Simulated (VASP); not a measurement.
Crystal: WAu.

```
CELL_PARAMETERS angstrom
0.00000 2.74798 2.74798
2.74798 0.00000 2.74798
2.74798 2.74798 0.00000
ATOMIC_POSITIONS crystal
W 0.00000 0.00000 0.00000
Au 0.75000 0.75000 0.75000
```

The cell was built by a generator and needn't be a form met in nature.

- Program: VASP 6.6.1
- Task: relaxation of cell and atoms
- Functional: PBE
- Potentials or basis: VASP PAW PBE potentials, release 64 (W_sv, Au)
- Cutoff: 600 eV
- k mesh: 8 × 8 × 8
- Occupations: fermi-dirac, width 0.05 eV
- Spin: no spin polarisation

At the start: pressure 33.2 GPa; volume 20.75 Å³/atom.

Question: Where does the relaxation end?

Answer: Over 19 steps the energy falls by 339.7 meV/atom and the volume is 24.63 Å³/atom (+18.7 %); space group F-43m (No. 216, to 0.05 Å).

Step by step:
```
step  energy change (eV)  largest force (eV/Å)  pressure (GPa)  volume (Å³)
   1              0.0000                0.0000           33.17        41.50
   2              1.3252                0.0000          -17.67        73.03
   3             -0.6678                0.0000           -2.93        50.50
   4             -0.6787                0.0000           -0.73        49.57
   5             -0.6794                0.0000           -0.06        49.28
   6             -0.6792                0.0000            0.36        49.12
   7             -0.6793                0.0000            0.37        49.12
   8             -0.6793                0.0000            0.34        49.14
   9             -0.6793                0.0000            0.35        49.14
  10             -0.6793                0.0000            0.34        49.14
  11             -0.6793                0.0000            0.34        49.14
  12             -0.6793                0.0000            0.34        49.14
  13             -0.6793                0.0000            0.35        49.14
  14             -0.6793                0.0000            0.32        49.15
  15             -0.6793                0.0000            0.30        49.15
  16             -0.6794                0.0000            0.24        49.17
  17             -0.6794                0.0000            0.19        49.21
  18             -0.6794                0.0000           -0.07        49.29
  19             -0.6794                0.0000           -0.01        49.27
```

Final structure:
```yaml
crystal:
  lattice:
    - [0.00000, 2.90966, 2.90966]
    - [2.90966, 0.00000, 2.90966]
    - [2.90966, 2.90966, 0.00000]
  atoms:
    - { symbol: W, position: [0.00000, 0.00000, 0.00000] }
    - { symbol: Au, position: [0.75000, 0.75000, 0.75000] }
```

Caveat: the volume moved by over 15 % at a fixed basis, so the end points are rough.
